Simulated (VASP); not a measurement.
```
K2S
1.0
    0.00000     3.77910     3.77910
    3.77910     0.00000     3.77910
    3.77910     3.77910     0.00000
K S
2 1
Direct
  0.25000   0.25000   0.25000
  0.75000   0.75000   0.75000
  0.00000   0.00000   0.00000
```

The base run (VASP): PBE GGA, plane waves, VASP's PBE PAW potentials (set 64). Numerical set-up: 400 eV cut-off, 5×5×5 Γ-centred mesh, Gaussian smearing of 0.050 eV, potentials K_sv S.

One setting is varied; ΔE counts from the most expensive setting. The base run took about 10 core-seconds. The timings are rough (shared machines, no repeats); factors under 2 mean little.

Pressures at a finite cut-off, here 400 eV, hold a Pulay part, which wasn't tested here.

```csv
setting,cost over the base run,electronic steps,ΔE (meV/atom),pressure (GPa)
"KGAMMA = .FALSE., KSPACING = 0.6, KPOINTS file removed",within a factor of 2,15,1.1,-0.61
"KGAMMA = .TRUE., KSPACING = 0.5, KPOINTS file removed",within a factor of 2,15,1.1,-0.61
base run,reference,15,0.0,-0.60
"KGAMMA = .TRUE., KSPACING = 0.3, KPOINTS file removed",within a factor of 2,15,0.0,-0.60
"KGAMMA = .TRUE., KSPACING = 0.25, KPOINTS file removed",within a factor of 2,15,0.0,-0.60
"KGAMMA = .TRUE., KSPACING = 0.16, KPOINTS file removed",about 3 times,15,0.0,-0.60
```

Left out are runs that failed, have no time on record or changed the cell.

The compound is K2S in the antifluorite structure. The cell was not relaxed at this level.
